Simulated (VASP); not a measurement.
Input of a VASP 6.6.1 run:

File INCAR:

```
SYSTEM = BiTe
  PREC = Accurate
  ENCUT = 520
  EDIFF = 1E-6
  ISMEAR = 0
  SIGMA = 0.15
  LREAL = .False.
  LASPH = .True.
  NELM = 100
  ALGO = Fast
  ISIF = 2
  LWAVE = .False.
  LCHARG = .True.
  GGA = PE
  LELF = .True.
  LVHAR = .True.
  NBANDS = 18
```

Contents of KPOINTS:

```
regular mesh
0
Gamma
  14 14 14
  0 0 0
```

POSCAR

```
BiTe
1.0
    0.0000000000      3.2350000000      3.2350000000
    3.2350000000      0.0000000000      3.2350000000
    3.2350000000      3.2350000000      0.0000000000
Bi Te
1 1
Direct
   -0.0231839258      0.0231839258      0.0231839258
    0.5000000000      0.5000000000      0.5000000000
```

Potentials or basis: VASP PAW PBE potentials, release 64 (Bi_d, Te).

Command:

```sh
$ cat potpaw_PBE.64/Bi_d/POTCAR potpaw_PBE.64/Te/POTCAR > POTCAR
$ mpirun -np 1 vasp_std > vasp.out
```

(1) What does it give for the largest force?

(2) What does it give for the band gap on the k mesh?

(3) Estimate the pressure.

Results:

(1) 0.392 eV/Å.

(2) none (metal or under the smearing width).

(3) 1.1 GPa.

Caveat: spin-orbit coupling is left out, which moves the levels of the heavy elements.
